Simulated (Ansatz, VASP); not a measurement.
**K4Mg2Sc2Al12Si15O55 (glassy 58SiO2-23Al2O3-8K2O-8MgO-4Sc2O3 (mol %)): VASP beside Ansatz**

Wanted: the spread between two codes on one cell, functional and k mesh. Of the first pair: The structure shown is the start of the Ansatz relaxation below; VASP solves that cell, so the two are compared at the walk's first step.

Calculated with Ansatz 0.2.0; plane waves, with VASP 6.6.1 beside it; single point at PBE.

## 1. The structure

The cell holds 90 atoms: 15 Si, 12 Al, 4 K, 2 Mg, 2 Sc and 55 O. Cell: a = 10.393 Å, b = 10.393 Å, c = 10.393 Å, α = 90.0°, β = 90.0°, γ = 90.0°. As first built, before any earlier steps moved the atoms (in the runner's words): 90 atoms (15 Si, 12 Al, 4 K, 2 Mg, 2 Sc, 55 O) placed at random at 2.59 g/cm^3, melted at 4000 K for 10 ps at fixed volume with the Morse and Coulomb pair potential with partial charges (Pedone, Malavasi, Menziani, Cormack and Segre, J. Phys. Chem. B 110, 11780 (2006)). Quenched from 4000 K to 300 K at 10 K/ps and fixed volume, held 10 ps at zero pressure, then minimised at fixed cell.

## 2. Ansatz: relaxation, PBE

Ansatz runs on its default PAW (the set named soft_2) files.

The two programs are compared at the cell with which this relaxation starts, whose forces are those of its first step.

input.yaml

```yaml
crystal:
  lattice:
    - [10.39302, 0.0, 0.0]
    - [0.0, 10.39302, 0.0]
    - [0.0, 0.0, 10.39302]
  atoms:
    - { symbol: Si, position: [0.02858, 0.50235, 0.41234] }
    - { symbol: Si, position: [0.2229, 0.01188, 0.56147] }
    - { symbol: Si, position: [0.39814, 0.38627, 0.63223] }
    - { symbol: Si, position: [0.83478, 0.76579, 0.63056] }
    - { symbol: Si, position: [0.992, 0.11286, 0.72692] }
    - { symbol: Si, position: [0.2362, 0.70901, 0.50855] }
    - { symbol: Si, position: [0.60303, 0.37482, 0.13068] }
    - { symbol: Si, position: [0.76849, 0.80388, 0.90939] }
    - { symbol: Si, position: [0.22584, 0.39374, 0.20485] }
    - { symbol: Si, position: [0.17628, 0.01236, 0.19592] }
    - { symbol: Si, position: [0.7561, 0.02723, 0.56554] }
    - { symbol: Si, position: [0.60489, 0.72318, 0.2556] }
    - { symbol: Si, position: [0.84013, 0.24714, 0.038] }
    - { symbol: Si, position: [0.37875, 0.69836, 0.04438] }
    - { symbol: Si, position: [0.51451, 0.94657, 0.98554] }
    - { symbol: Al, position: [0.4749, 0.99371, 0.26984] }
    - { symbol: Al, position: [0.04229, 0.47682, 0.98954] }
    - { symbol: Al, position: [0.4092, 0.65601, 0.74376] }
    - { symbol: Al, position: [0.37332, 0.22476, 0.38351] }
    - { symbol: Al, position: [0.73451, 0.53909, 0.45048] }
    - { symbol: Al, position: [0.00518, 0.99246, 5.0e-05] }
    - { symbol: Al, position: [0.44349, 0.51645, 0.36727] }
    - { symbol: Al, position: [0.09455, 0.74127, 0.06469] }
    - { symbol: Al, position: [0.81414, 0.60229, 0.09153] }
    - { symbol: Al, position: [0.48033, 0.96467, 0.69966] }
    - { symbol: Al, position: [0.09997, 0.68152, 0.76879] }
    - { symbol: Al, position: [0.0876, 0.40032, 0.69953] }
    - { symbol: K, position: [0.95393, 0.79814, 0.33922] }
    - { symbol: K, position: [0.27789, 0.2477, 0.90704] }
    - { symbol: K, position: [0.73129, 0.46346, 0.75626] }
    - { symbol: K, position: [0.79036, 0.97795, 0.21592] }
    - { symbol: Mg, position: [0.99274, 0.16204, 0.43127] }
    - { symbol: Mg, position: [0.23272, 0.94329, 0.8788] }
    - { symbol: Sc, position: [0.5698, 0.22155, 0.8564] }
    - { symbol: Sc, position: [0.67061, 0.2462, 0.36421] }
    - { symbol: O, position: [0.50375, 0.03746, 0.86002] }
    - { symbol: O, position: [0.33509, 0.49094, 0.24373] }
    - { symbol: O, position: [0.73398, 0.25911, 0.16322] }
    - { symbol: O, position: [0.30314, 0.99462, 0.69623] }
    - { symbol: O, position: [0.21662, 0.86519, 0.50502] }
    - { symbol: O, position: [0.18822, 0.05579, 0.04573] }
    - { symbol: O, position: [0.38824, 0.85821, 0.98876] }
    - { symbol: O, position: [0.81756, 0.88624, 0.53151] }
    - { symbol: O, position: [0.63768, 0.85995, 0.96512] }
    - { symbol: O, position: [0.0243, 0.42236, 0.54527] }
    - { symbol: O, position: [0.49708, 0.69566, 0.14488] }
    - { symbol: O, position: [0.31142, 0.96957, 0.24975] }
    - { symbol: O, position: [0.24305, 0.69108, 0.10554] }
    - { symbol: O, position: [0.56893, 0.86115, 0.31081] }
    - { symbol: O, position: [0.54989, 0.37503, 0.27063] }
    - { symbol: O, position: [0.0829, 0.07293, 0.29834] }
    - { symbol: O, position: [0.78707, 0.65488, 0.93272] }
    - { symbol: O, position: [0.12663, 0.7759, 0.90036] }
    - { symbol: O, position: [0.35956, 0.64668, 0.45035] }
    - { symbol: O, position: [0.28498, 0.25626, 0.24602] }
    - { symbol: O, position: [0.51151, 0.13219, 0.35493] }
    - { symbol: O, position: [0.92547, 0.12525, 0.0593] }
    - { symbol: O, position: [0.02496, 0.25767, 0.75533] }
    - { symbol: O, position: [0.84918, 0.08512, 0.67879] }
    - { symbol: O, position: [0.25099, 0.38745, 0.6797] }
    - { symbol: O, position: [0.07496, 0.88637, 0.14223] }
    - { symbol: O, position: [0.69193, 0.49246, 0.10764] }
    - { symbol: O, position: [0.04539, 0.0249, 0.83692] }
    - { symbol: O, position: [0.98775, 0.6152, 0.08083] }
    - { symbol: O, position: [0.29205, 0.12244, 0.48678] }
    - { symbol: O, position: [0.17417, 0.41078, 0.06233] }
    - { symbol: O, position: [0.10356, 0.41852, 0.30613] }
    - { symbol: O, position: [0.39302, 0.62747, 0.91016] }
    - { symbol: O, position: [0.39722, 0.37348, 0.47557] }
    - { symbol: O, position: [0.53058, 0.02585, 0.11166] }
    - { symbol: O, position: [0.06379, 0.52222, 0.82321] }
    - { symbol: O, position: [0.98034, 0.73771, 0.67052] }
    - { symbol: O, position: [0.79608, 0.1174, 0.44225] }
    - { symbol: O, position: [0.70498, 0.386, 0.49286] }
    - { symbol: O, position: [0.88624, 0.53584, 0.36613] }
    - { symbol: O, position: [0.88275, 0.879, 0.97656] }
    - { symbol: O, position: [0.60164, 0.607, 0.36098] }
    - { symbol: O, position: [0.61082, 0.02013, 0.6097] }
    - { symbol: O, position: [0.74877, 0.72381, 0.19692] }
    - { symbol: O, position: [0.47135, 0.27327, 0.70179] }
    - { symbol: O, position: [0.4734, 0.80255, 0.71418] }
    - { symbol: O, position: [0.11378, 0.63134, 0.4463] }
    - { symbol: O, position: [0.46485, 0.5183, 0.6736] }
    - { symbol: O, position: [0.77142, 0.64313, 0.57327] }
    - { symbol: O, position: [0.23941, 0.67629, 0.66908] }
    - { symbol: O, position: [0.75151, 0.22871, 0.91466] }
    - { symbol: O, position: [0.76977, 0.82224, 0.75773] }
    - { symbol: O, position: [0.91806, 0.37588, 0.02229] }
    - { symbol: O, position: [0.07824, 0.07112, 0.59388] }
    - { symbol: O, position: [0.52327, 0.32575, 0.0151] }
kpoints:
  mp_grid: { grid: [1, 1, 1] }
hamiltonian:
  xc: pbe
scf:
  occupations: { method: fixed }
output:
  forces: true
relax:
  f_tol: 0.05
  max_steps: 200
  cell: {}
```

On the command line:

```console
$ ansatz run input.yaml --threads 4 --pin off --max-ram 8192MiB --backend cpu --events-out ev --progress --plain --runs-dir out
```

Numbers of over 12 decimals in the logs are rounded to 6 here.

The log of the run:

```text
Engine: ansatz 0.2.0, aarch64-unknown-linux-gnu
Pseudopotentials: kind: paw
Pseudopotential: Si, paw, valence charge 4, recommended cutoff 420 eV (normal), Si.paw.azcp
Pseudopotential: Al, paw, valence charge 3, recommended cutoff 420 eV (normal), Al.paw.azcp
Pseudopotential: K, paw, valence charge 9, recommended cutoff 420 eV (normal), K.paw.azcp
Pseudopotential: Mg, paw, valence charge 10, recommended cutoff 420 eV (normal), Mg.paw.azcp
Pseudopotential: Sc, paw, valence charge 11, recommended cutoff 420 eV (normal), Sc.paw.azcp
Pseudopotential: O, paw, valence charge 6, recommended cutoff 420 eV (normal), O.paw.azcp
Functional definition: PBE
  parameter kappa = 0.804
  parameter beta = 0.066725
  exchange = pbe_x(kappa = kappa, mu = beta*pi^2/3)
  correlation = pbe_c(beta = beta)
Crystal: 90 atoms, lattice volume = 1122.601 Å³
Basis set: ecut = 420 eV, 21975 PW (Γ), exchange–correlation on 144×144×144 points (8 copies of the dense FFT grid, shifted against one another)
Bands: 342, of which v1, the nominal top of the filled ones, is band 252 counted from 1 (251 counted from 0)
Symmetry: 1 space group operations
Space group: P1 (ITA 1), of the structure as read, at distance tolerance 1.0e-4 Å
k-points: 1
Non-local potential: Si, projectors of the file, l = 0: 2, l = 1: 2, l = 2: 2
Non-local potential: Al, projectors of the file, l = 0: 2, l = 1: 2, l = 2: 1
Non-local potential: K, projectors of the file, l = 0: 3, l = 1: 2, l = 2: 2
Non-local potential: Mg, projectors of the file, l = 0: 3, l = 1: 2, l = 2: 1
Non-local potential: Sc, projectors of the file, l = 0: 3, l = 1: 2, l = 2: 3, l = 3: 1
Non-local potential: O, projectors of the file, l = 0: 2, l = 1: 2, l = 2: 1
PAW form: soft (Blöchl's): semilocal exchange-correlation on the pseudo side does not see the compensation charge
PAW one-centre angular grid: Si, 110 points (default); XC on 64 Gauss nodes
PAW one-centre angular grid: Al, 110 points (default); XC on 64 Gauss nodes
PAW one-centre angular grid: K, 110 points (default); XC on 64 Gauss nodes
PAW one-centre angular grid: Mg, 110 points (default); XC on 64 Gauss nodes
PAW one-centre angular grid: Sc, 590 points (default); XC on 64 Gauss nodes
PAW one-centre angular grid: O, 110 points (default); XC on 64 Gauss nodes
Initial density: superposition of atomic densities (neutral atoms: chi_scale 0, normalization atom), corrected by the library's trained network
Initial wavefunctions: pseudopotential atomic-orbital guess
Functional: x = pbe(κ = 0.804, μ = 0.219515), c = pbe(β = 0.066725)
SCF iter   1: F=—  HF=-61573.078543 eV  |F-HF|=—  |Δ(HF+E_count)|=         —  Δρ=2.22e-3  dr2=7.99e-2  ethr=1.77e-3  ⟨swp⟩=4.0  Hψ=1184  notcnv=0  defer=88
preconditioner: auto → Resta (q_TF=auto, 2.387 Å⁻¹)  ε∞=3.3  [insulator: Δε(μ)=3.363 eV  Ē_g=15.601 eV  n_scr=250 (ndim 8)  ℏωp=23.9 eV  f_vac=0.079  ε∞_Penn≈3.3]
SCF iter   2: F=—  HF=-61573.076649 eV  |F-HF|=—  |Δ(HF+E_count)|=   1.89e-3  Δρ=1.23e-3  dr2=2.00e-2  ethr=1.58e-5  ⟨swp⟩=3.0  Hψ=601  notcnv=0  defer=88
SCF iter   3: F=—  HF=-61573.078335 eV  |F-HF|=—  |Δ(HF+E_count)|=   1.69e-3  Δρ=5.71e-4  dr2=6.01e-3  ethr=3.96e-6  ⟨swp⟩=2.0  Hψ=446  notcnv=0  defer=74
automatic band count: iteration 3 solves 328 bands in place of 342: the levels show a gap, and the empty bands left out lie too high to hold charge; the band table lists the bands solved (type scf.n_extra_bands for more)
SCF iter   4: F=—  HF=-61573.078175 eV  |F-HF|=—  |Δ(HF+E_count)|=   1.60e-4  Δρ=2.15e-4  dr2=5.38e-4  ethr=1.19e-6  ⟨swp⟩=2.0  Hψ=460  notcnv=0  defer=74
SCF iter   5: F=—  HF=-61573.078202 eV  |F-HF|=—  |Δ(HF+E_count)|=   2.72e-5  Δρ=1.15e-4  dr2=1.44e-4  ethr=1.07e-7  ⟨swp⟩=2.0  Hψ=458  notcnv=0  defer=72
SCF iter   6: F=—  HF=-61573.078203 eV  |F-HF|=—  |Δ(HF+E_count)|=   4.70e-7  Δρ=3.30e-5  dr2=1.45e-5  ethr=2.86e-8  ⟨swp⟩=2.0  Hψ=490  notcnv=0  defer=68
SCF iter   7: F=—  HF=-61573.080177 eV  |F-HF|=—  |Δ(HF+E_count)|=   1.97e-3  Δρ=1.73e-5  dr2=3.21e-6  ethr=2.87e-9  ⟨swp⟩=2.0  Hψ=580  notcnv=0  defer=67
SCF iter   8: F=—  HF=-61573.080178 eV  |F-HF|=—  |Δ(HF+E_count)|=   1.35e-6  Δρ=8.49e-6  dr2=8.50e-7  ethr=6.36e-10  ⟨swp⟩=2.0  Hψ=498  notcnv=0  defer=67
SCF iter   9: F=-61573.080179 eV  HF=-61573.080179 eV  |F-HF|=1.99e-8  |Δ(HF+E_count)|=   3.44e-7  Δρ=2.57e-6  dr2=7.98e-8  ethr=1.98e-11  ⟨swp⟩=3.0  Hψ=1093  notcnv=0
SCF 1 converged in 9 iterations: F = -61573.080179 eV  dr2 = 7.98e-8
  greatest PAW one-centre occupation: 1.000 electrons in one spin orbital (limit 2), on the Mg atom at site 32 (counted from 0), in its partial waves of l = 0
relax step   1: F+E_penalty+E_count = -61573.08017877 eV  Δ(F+E_penalty+E_count) = +0.000e0 eV  max|allowed force component| = 2.769e0 eV/Å  Δτ_max = 0.0000 Å  P = +7.985 GPa  Ω = 1122.601 Å³  (9 SCF iters, dr2 threshold 1.00e-7 eV, accepted)
Crystal: 90 atoms, lattice volume = 1143.743 Å³
[...]
atom  77  O     -0.00501149     0.00907549     0.00506744
  atom  78  O      0.00475736     0.00502253    -0.00536056
  atom  79  O      0.00279038    -0.00106658    -0.00134742
  atom  80  O      0.00654589    -0.01064188     0.00913779
  atom  81  O      0.00435401    -0.00206739    -0.00297476
  atom  82  O     -0.00171720     0.01007738    -0.00016239
  atom  83  O      0.00603779    -0.00149955    -0.00878801
  atom  84  O     -0.00275419    -0.00071102     0.00437157
  atom  85  O      0.00364455     0.00050230     0.00154353
  atom  86  O     -0.01968980     0.00184474    -0.00341556
  atom  87  O     -0.00307073     0.00303507    -0.00436698
  atom  88  O      0.00552072     0.00529348    -0.00615170
  atom  89  O      0.00255040    -0.00397501    -0.00774023
  atom  90  O      0.00177002    -0.00064114    -0.00843845
  max |Σ_I F_I| component: 1.95e-4 eV/Å
--- Stress (GPa, compression-positive) ---
       -0.021697       0.001187      -0.010184
        0.001185       0.033825      -0.014318
       -0.010186      -0.014312       0.020089
  P = ⅓ Tr σ = 0.0107 GPa (0.107 kbar)
--- Relaxed structure (24 steps of the walk, 22 accepted, 2 SCFs on fresh bases) ---
  F+E_penalty+E_count = -61577.88011803 eV   max|allowed force component| = 3.328e-2 eV/Å   (the final SCF, on the basis selected at the relaxed cell)
  cell:  # Å, volume = 1192.2339 Å³
    - [10.380437, -0.026200, -0.082245]
    - [-0.026200, 10.815291, -0.123071]
    - [-0.082245, -0.123071, 10.621709]
  atoms:
    - { symbol: Si, position: [0.021145, 0.515334, 0.440817] }
    - { symbol: Si, position: [0.230963, -0.002872, 0.566349] }
    - { symbol: Si, position: [0.420952, 0.388588, 0.634258] }
    - { symbol: Si, position: [0.827432, 0.779213, 0.640619] }
    - { symbol: Si, position: [1.005579, 0.115923, 0.710488] }
    - { symbol: Si, position: [0.242632, 0.704060, 0.515337] }
    - { symbol: Si, position: [0.611406, 0.383014, 0.123036] }
    - { symbol: Si, position: [0.777443, 0.821347, 0.913108] }
    - { symbol: Si, position: [0.198277, 0.394728, 0.243912] }
    - { symbol: Si, position: [0.159818, -0.037566, 0.198088] }
    - { symbol: Si, position: [0.758504, 0.035675, 0.565875] }
    - { symbol: Si, position: [0.601170, 0.728368, 0.242965] }
    - { symbol: Si, position: [0.830853, 0.260719, 0.022417] }
    - { symbol: Si, position: [0.395761, 0.692252, 0.011949] }
    - { symbol: Si, position: [0.511087, 0.943970, 0.979463] }
    - { symbol: Al, position: [0.470183, 0.997719, 0.257525] }
    - { symbol: Al, position: [0.045357, 0.469431, 0.996868] }
    - { symbol: Al, position: [0.426383, 0.659274, 0.721787] }
    - { symbol: Al, position: [0.365112, 0.214849, 0.394725] }
    - { symbol: Al, position: [0.729458, 0.562020, 0.455779] }
    - { symbol: Al, position: [-0.0062123, 1.023471, -0.019190] }
    - { symbol: Al, position: [0.440291, 0.516109, 0.369081] }
    - { symbol: Al, position: [0.113598, 0.719270, 0.054838] }
    - { symbol: Al, position: [0.808802, 0.616548, 0.079157] }
    - { symbol: Al, position: [0.486819, 0.958541, 0.695308] }
    - { symbol: Al, position: [0.093350, 0.670819, 0.767646] }
    - { symbol: Al, position: [0.109986, 0.398832, 0.703672] }
    - { symbol: K, position: [0.953287, 0.794671, 0.352494] }
    - { symbol: K, position: [0.295671, 0.209586, 1.038505] }
    - { symbol: K, position: [0.737649, 0.473769, 0.762332] }
    - { symbol: K, position: [0.772421, 0.994974, 0.194333] }
    - { symbol: Mg, position: [0.988659, 0.121095, 0.417800] }
    - { symbol: Mg, position: [0.220005, 0.923335, 0.870925] }
    - { symbol: Sc, position: [0.561363, 0.219193, 0.865658] }
    - { symbol: Sc, position: [0.658639, 0.271015, 0.371790] }
    - { symbol: O, position: [0.500049, 0.032169, 0.854161] }
    - { symbol: O, position: [0.306917, 0.497580, 0.269784] }
    - { symbol: O, position: [0.732931, 0.277159, 0.151682] }
    - { symbol: O, position: [0.304083, 0.984865, 0.704241] }
    - { symbol: O, position: [0.218831, 0.856925, 0.502368] }
    - { symbol: O, position: [0.152685, 0.00767545, 0.046002] }
    - { symbol: O, position: [0.382813, 0.850601, 0.975502] }
    - { symbol: O, position: [0.820371, 0.895656, 0.537302] }
    - { symbol: O, position: [0.641197, 0.865278, 0.976082] }
    - { symbol: O, position: [0.017441, 0.454409, 0.578612] }
    - { symbol: O, position: [0.495171, 0.688771, 0.133027] }
    - { symbol: O, position: [0.304670, 0.981985, 0.250519] }
    - { symbol: O, position: [0.258520, 0.639938, 0.052076] }
    - { symbol: O, position: [0.566384, 0.867902, 0.294291] }
    - { symbol: O, position: [0.546995, 0.391644, 0.262902] }
    - { symbol: O, position: [0.048308, 0.028063, 0.281793] }
    - { symbol: O, position: [0.792159, 0.674453, 0.926008] }
    - { symbol: O, position: [0.116468, 0.773657, 0.896241] }
    - { symbol: O, position: [0.372523, 0.645654, 0.463405] }
    - { symbol: O, position: [0.254668, 0.257306, 0.278238] }
    - { symbol: O, position: [0.509224, 0.139845, 0.342483] }
    - { symbol: O, position: [0.926963, 0.150009, 0.057066] }
    - { symbol: O, position: [0.046758, 0.255338, 0.742578] }
    - { symbol: O, position: [0.853098, 0.103873, 0.674287] }
[...]
- { symbol: O, position: [0.488485, 0.522770, 0.654879] }
    - { symbol: O, position: [0.742079, 0.663849, 0.587269] }
    - { symbol: O, position: [0.242687, 0.675132, 0.673336] }
    - { symbol: O, position: [0.741502, 0.221481, 0.900782] }
    - { symbol: O, position: [0.769757, 0.852567, 0.764373] }
    - { symbol: O, position: [0.902134, 0.386951, -0.014527] }
    - { symbol: O, position: [0.078988, 0.057937, 0.579242] }
    - { symbol: O, position: [0.516516, 0.325697, 0.012685] }
```

(Part 1 of 3 ends here.)

[Lines on the potential files, build, host, timing and source positions are cut from VASP's logs without a mark.]

[Logs are printed without paths, hosts, clocks, repeated set-up lines and the standing remarks that a program may print on its own settings, such as how far it seeks lower states.]

[Hosts, paths, dates, database ids (printed as entryN), source tags and the programs' standing remarks are cut or masked in the printed files.]
